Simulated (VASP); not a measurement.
Consider the following.

```
CELL_PARAMETERS angstrom
      4.31086     0.00000     0.00000
      0.00000     4.31086     0.00000
      0.00000     0.00000     4.31086
ATOMIC_POSITIONS crystal
  K  0.00000 0.00000 0.00000
```

Computed with PBEsol GGA, VASP's PBE PAW potentials (set 64) (plane waves; VASP 6.6.1). Settings: 400 eV cut-off, 8×8×8 Γ-centred mesh, first-order Methfessel-Paxton smearing of 0.10 eV, potentials K_sv.

Energy and stress use the plane-wave basis of the starting cell.

### Question
The ions, cell shape and volume are relaxed. Give the cell that the relaxation ends in.

### Answer

```
CELL_PARAMETERS angstrom
      4.23315     0.00000     0.00000
      0.00000     4.23315     0.00000
      0.00000     0.00000     4.23315
ATOMIC_POSITIONS crystal
  K  0.00000 0.00000 0.00000
```
Space group Pm-3m (221), at a tolerance of 0.03 Å.

### Question
How do energy and volume change from the first to the last step?

### Answer
The energy (σ→0) changes by -2.2 meV/atom and the volume by -5.3 %, in 4 ionic steps.

```csv
step,E(σ→0) (eV),max force (eV/Å),pressure (GPa),volume (Å³)
1,-1.0293,0.000,-0.16,80.11
2,-1.0301,0.000,-0.13,79.21
3,-1.0314,0.000,-0.03,76.55
4,-1.0315,0.000,-0.01,75.86
```

The structure was generated: K was put into the simple-cubic type (Pm-3m), which need not be its known phase. This run relaxes it. Symmetry was kept, so distortions that lower it aren't found.
